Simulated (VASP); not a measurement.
Method: PW91 GGA, VASP's PBE PAW potentials (set 64) (plane waves; VASP).

A VASP calculation is set up with these files.

File KPOINTS:
```
Automatic mesh
0
Gamma
15 15 9
0 0 0
```

File POSCAR:
```
Os
1
    1.3824597150    -2.3944900999     0.0000000000
    1.3824597150     2.3944900999     0.0000000000
    0.0000000000     0.0000000000     4.3550956866
Os
2
Direct
  0.3333330000   0.6666670000   0.2500000000
  0.6666670000   0.3333330000   0.7500000000
```

### INCAR
```
! general
SYSTEM  = Os
PREC    = Accurate
ENCUT   = 520
LREAL   = F
LASPH   = T

! electronic loop
EDIFF   = 1E-7
NELM    = 100
ALGO    = Normal
LMAXMIX = 6

! smearing
ISMEAR  = 1
SIGMA   = 0.1

! functional
GGA     = 91

! ions
IBRION  = 2
NSW     = 30
ISIF    = 4
EDIFFG  = -0.01

! output
LWAVE   = F
LCHARG  = F
```

POTCAR, in this order: Os (PBE.64 set). Program: vasp_std.

Problem. What will the output report for the number of irreducible k-points (NKPTS), largest plane-wave count, number of space-group operations, FFT grid (NGX, NGY, NGZ)?

Solution. 
- number of irreducible k-points (NKPTS) = 135
- largest plane-wave count = 790
- number of space-group operations = 24
- FFT grid (NGX, NGY, NGZ) = 24 × 24 × 32

The compound is Os in the hcp structure. This run relaxes it. Symmetry was kept, so distortions that lower it aren't found.
